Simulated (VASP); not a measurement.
Crystal: Sc.

```
Sc
1.0
     3.27000    0.00000    0.00000
    -1.63500    2.83190    0.00000
     0.00000    0.00000    5.09000
Sc
2
Cartesian
  0.0000 1.8879 1.2725
  1.6350 0.9440 3.8175
```

The cell was built by a generator and needn't be a form met in nature.

- Program: VASP 6.6.1
- Task: relaxation of cell and atoms
- Functional: PBE
- Potentials or basis: VASP PAW PBE potentials, release 64 (Sc_sv)
- Cutoff: 700 eV
- k mesh: 14 × 14 × 8
- Occupations: methfessel-paxton, width 0.1 eV
- Spin: no spin polarisation

At the start: pressure 2.6 GPa; volume 23.57 Å³/atom.

Problem. How do energy, volume and symmetry change on relaxing?

Solution. Over 5 steps the energy falls by 8.5 meV/atom and the volume is 24.63 Å³/atom (+4.5 %); space group P6_3/mmc (No. 194, to 0.05 Å).

Step by step:
| step | energy change (eV) | largest force (eV/Å) | pressure (GPa) | volume (Å³) |
| --- | --- | --- | --- | --- |
| 1 | 0.0000 | 0.0000 | 2.61 | 47.14 |
| 2 | -0.0161 | 0.0000 | -0.59 | 49.80 |
| 3 | -0.0170 | 0.0000 | 0.04 | 49.27 |
| 4 | -0.0170 | 0.0000 | -0.04 | 49.32 |
| 5 | -0.0170 | 0.0000 | 0.02 | 49.27 |

Final structure:
```xyz
2
Lattice="3.3205 0.0000 0.0000 -1.6602 2.8756 0.0000 0.0000 0.0000 5.1601" Properties=species:S:1:pos:R:3 pbc="T T T"
Sc    0.0000    1.9171    1.2900
Sc    1.6602    0.9585    3.8700
```
